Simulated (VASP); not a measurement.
OSZICAR of a VASP run on CoGe$_{2}$ (relaxed from the AlB2 structure, space group P6/mmm):

**OSZICAR**
```
       N       E                     dE             d eps       ncg     rms          rms(c)
DAV:   1     0.333184584425E+03    0.33318E+03   -0.14004E+04  5956   0.384E+03
DAV:   2     0.464851223468E+02   -0.28670E+03   -0.27700E+03  4968   0.832E+02
DAV:   3    -0.135964216143E+02   -0.60082E+02   -0.58017E+02  5198   0.226E+02
DAV:   4    -0.177660824534E+02   -0.41697E+01   -0.40683E+01  5674   0.701E+01
DAV:   5    -0.178755705822E+02   -0.10949E+00   -0.10931E+00  5804   0.114E+01    0.138E+01
DAV:   6    -0.280875144842E+02   -0.10212E+02   -0.59021E+01  5724   0.856E+01    0.346E+01
DAV:   7    -0.164907922955E+02    0.11597E+02   -0.21616E+01  5348   0.694E+01    0.664E+00
DAV:   8    -0.162721415709E+02    0.21865E+00   -0.36406E+00  6050   0.158E+01    0.248E+00
DAV:   9    -0.162731514654E+02   -0.10099E-02   -0.31124E-01  5754   0.530E+00    0.104E+00
DAV:  10    -0.162681460968E+02    0.50054E-02   -0.29637E-02  6260   0.192E+00    0.338E-01
DAV:  11    -0.162675048983E+02    0.64120E-03   -0.71542E-03  5276   0.814E-01    0.158E-01
DAV:  12    -0.162675186495E+02   -0.13751E-04   -0.39809E-03  5274   0.436E-01    0.142E-01
DAV:  13    -0.162675811017E+02   -0.62452E-04   -0.39261E-03  5094   0.398E-01    0.916E-02
DAV:  14    -0.162675759005E+02    0.52012E-05   -0.40801E-03  5158   0.367E-01    0.429E-02
DAV:  15    -0.162676063331E+02   -0.30433E-04   -0.42610E-03  5058   0.357E-01    0.305E-02
DAV:  16    -0.162674824384E+02    0.12389E-03   -0.27482E-03  5046   0.309E-01    0.164E-02
DAV:  17    -0.162675109068E+02   -0.28468E-04   -0.16345E-03  5040   0.241E-01    0.189E-02
DAV:  18    -0.162675426418E+02   -0.31735E-04   -0.25813E-03  5040   0.261E-01    0.213E-02
DAV:  19    -0.162674634962E+02    0.79146E-04   -0.11613E-03  5034   0.181E-01    0.135E-02
DAV:  20    -0.162674374726E+02    0.26024E-04   -0.61733E-04  5052   0.144E-01    0.546E-03
DAV:  21    -0.162674601266E+02   -0.22654E-04   -0.64935E-04  5034   0.153E-01    0.875E-03
DAV:  22    -0.162674314657E+02    0.28661E-04   -0.37550E-04  5028   0.118E-01    0.463E-03
DAV:  23    -0.162674268381E+02    0.46276E-05   -0.59571E-05  4248   0.485E-02    0.246E-03
DAV:  24    -0.162674276078E+02   -0.76970E-06   -0.43224E-05  4248   0.397E-02    0.284E-03
DAV:  25    -0.162674253363E+02    0.22715E-05   -0.30380E-05  4194   0.334E-02    0.129E-03
DAV:  26    -0.162674254106E+02   -0.74264E-07   -0.89756E-06  4212   0.210E-02
   1 F= -.16267425E+02 E0= -.16265534E+02  d E =-.378194E-02  mag=    -0.0000     0.0000     1.4277
       N       E                     dE             ncg
```

Task: Which electronic solver shows in the log?

Result: It is blocked Davidson (ALGO = Normal, or the opening steps of other solvers). The INCAR had ALGO = Normal.

Task: How was spin treated?

Result: With non-collinear spinors: mag has three components.

Task: Can the final energy be trusted as converged?

Result: The calculation finished and met its thresholds. It stopped with EDIFF = 1E-6, NELM = 100 (PBEsol GGA with spin-orbit coupling, plane waves, VASP's PBE PAW potentials (set 64)).

The structure was generated: CoGe2 was put into the AlB2 type (P6/mmm), which need not be its known phase. It was relaxed first, which changed the volume by -48 %.
